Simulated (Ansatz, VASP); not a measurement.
## SrMn4As2: VASP beside Ansatz

File INCAR:

```
SYSTEM = SrMn4As2
  PREC = Accurate
  ENCUT = 520
  EDIFF = 1E-6
  ISMEAR = -1
  SIGMA = 0.1
  LREAL = .FALSE.
  LASPH = .TRUE.
  NELM = 80
  ALGO = Normal
  ISIF = 2
  LWAVE = .FALSE.
  LCHARG = .TRUE.
  GGA = PE
  LELF = .TRUE.
  LVHAR = .TRUE.
  NBANDS = 45
```

KPOINTS

```
Automatic mesh
0
G
  5 5 5
  0 0 0
```

Contents of POSCAR:

```
SrMn4As2
1.0
    2.1141010000      3.6617260000      0.0000000000
   -2.1141010000      3.6617260000      0.0000000000
    0.0000000000     -2.4411500000      7.8642040000
Sr As Mn
1 2 4
Direct
    0.0000000000      0.0000000000      0.0000000000
    0.2474000000      0.2474000000      0.7422000000
    0.7526000000      0.7526000000      0.2578000000
    0.1434000000      0.1434000000      0.4302000000
    0.8566000000      0.8566000000      0.5698000000
    0.4385000000      0.4385000000      0.3155000000
    0.5615000000      0.5615000000      0.6845000000
```

Input for Ansatz:

```yaml
crystal:
  lattice:
    - [2.114101, 3.661726, 0.0]
    - [-2.114101, 3.661726, 0.0]
    - [0.0, -2.44115, 7.864204]
  atoms:
    - { symbol: Sr, position: [0.0, 0.0, 0.0] }
    - { symbol: As, position: [0.2474, 0.2474, 0.7422] }
    - { symbol: As, position: [0.7526, 0.7526, 0.2578] }
    - { symbol: Mn, position: [0.1434, 0.1434, 0.4302] }
    - { symbol: Mn, position: [0.8566, 0.8566, 0.5698] }
    - { symbol: Mn, position: [0.4385, 0.4385, 0.3155] }
    - { symbol: Mn, position: [0.5615, 0.5615, 0.6845] }
  symmetry: { tolerance: 0.0003 }
kpoints:
  mp_grid: { grid: [5, 5, 5], shift: [0, 0, 0] }
magnetization:
  spin_polarized: false
scf:
  occupations: { method: fermi_dirac }
hamiltonian:
  pseudopotentials: { kind: paw }
  xc: pbe
basis:
  ecutwfc: 420
output:
  forces: true
  stress: true
  eigenvalues: true
  write_density: true
  write_potential: true
  elf: true
  volumetric_format: npy
```

The cell was built by a generator and needn't be a form met in nature.

Alike in both runs: task single point; functional PBE; k mesh 5 × 5 × 5; no spin polarisation.

```csv
,VASP,Ansatz
version,VASP 6.6.1,Ansatz 0.2.0
potentials or method,"VASP PAW PBE potentials, release 64 (Sr_sv, As, Mn_pv)",PAW plane waves
plane-wave cutoff (eV),520,420
occupations,"fermi-dirac, width 0.1 eV",fermi-dirac
valence electrons in the cell,72,100
```

VASP gave:

```
gap on the k mesh at the Fermi level (eV)       : none
pressure (GPa)                                  : -12.9
largest component of the traceless stress (GPa) : 4.60
rms of the force components (eV/Å)              : 0.817
```

Which values does Ansatz return?

gap on the k mesh at the Fermi level (eV): none; pressure (GPa): -13.2; largest component of the traceless stress (GPa): 4.62; rms of the force components (eV/Å): 0.821.

Atom by atom the forces differ by 0.008 eV/Å (rms over components). A gap of «none» marks a metal or a gap that the smearing closes. The two sets of potentials don't hold the same shells in valence. Ansatz warned: «structure_snapped_to_symmetry».

Caveats: forces of over 1 eV/Å show positions far from the minimum, so gaps and moduli don't describe the material at rest. Spin polarisation is off, so any magnetic state and its effect on volume and gap are missing.
